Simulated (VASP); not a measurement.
Shape and ions are relaxed at each volume.

```cif
data_Mn2O4
_chemical_formula_sum 'Mn2 O4'
_space_group_name_H-M_alt 'P 1'
_space_group_IT_number 1
_cell_length_a 4.43214
_cell_length_b 4.43214
_cell_length_c 2.87562
_cell_angle_alpha 90.000
_cell_angle_beta 90.000
_cell_angle_gamma 90.000
loop_
_space_group_symop_operation_xyz
  'x, y, z'
loop_
_atom_site_label
_atom_site_type_symbol
_atom_site_fract_x
_atom_site_fract_y
_atom_site_fract_z
_atom_site_occupancy
Mn1 Mn 0.00000 0.00000 0.00000 1
Mn2 Mn 0.50000 0.50000 0.50000 1
O1 O 0.30426 0.30426 0.00000 1
O2 O 0.80426 0.19574 0.50000 1
O3 O 0.19574 0.80426 0.50000 1
O4 O 0.69574 0.69574 0.00000 1
```
Starting moments (μB, in the order of the record's atoms Mn Mn O O O O): 2.5 -2.5 0.0 0.0 0.0 0.0.

All values below come from PBE GGA, VASP's PBE PAW potentials (set 64) (plane waves; VASP). Run with 520 eV cut-off, 7×7×11 Γ-centred mesh, first-order Methfessel-Paxton smearing of 0.10 eV, potentials Mn_pv O.

Give the energy at these volumes per atom, relative to the lowest: 8.84, 9.13, 9.41, 9.69, 9.97 Å³.

27.2, 6.5, 0.0, 5.3, 20.5 meV/atom. A third-order Birch-Murnaghan fit gives B0 = 223 GPa and B0′ = 4.9.

The compound is MnO2 in the rutile structure. It was relaxed first.
